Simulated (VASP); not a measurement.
These are vdW-DF-cx, VASP's PBE PAW potentials (set 64) (plane waves; VASP) values and carry that method's errors.

The input files of a VASP run:

INCAR:
```
SYSTEM=P
PREC=Accurate; ENCUT=520; LREAL=.FALSE.
LASPH=.TRUE.
EDIFF=1E-7; NELM=100; ALGO=Normal
ISMEAR=1; SIGMA=0.1
GGA=CX; LUSE_VDW=.TRUE.; AGGAC=0.0
IBRION=2; NSW=30; ISIF=4
EDIFFG=-0.01
LWAVE=.FALSE.; LCHARG=.FALSE.
```

File POSCAR:
```
P
1.0
  1.6653208119  -5.1595737970   0.0000000000
  1.6653208119   5.1595737970   0.0000000000
  0.0000000000   0.0000000000   4.2382439819
P
4
Cartesian
  1.6653208119   4.0728859907   3.9253875098
  1.6653208119   1.0866878063   1.8062655188
  1.6653208119  -1.0866878063   2.4319784631
  1.6653208119  -4.0728859907   0.3128564721
```

KPOINTS:
```
Automatic mesh
0
Gamma
10 10 7
0 0 0
```

POTCAR, in this order: P (PBE.64 set). Program: vasp_std.

Question: What will the output report for the number of irreducible k-points (NKPTS), largest plane-wave count, number of space-group operations, FFT grid (NGX, NGY, NGZ)?

Answer: 
```json
{
 "number of irreducible k-points (NKPTS)": "124",
 "largest_plane_wave_count": "1977",
 "number_of_space_group_operations": "8",
 "FFT grid (NGX, NGY, NGZ)": "40 × 40 × 32"
}
```

The compound is P in the black structure. It was relaxed first.
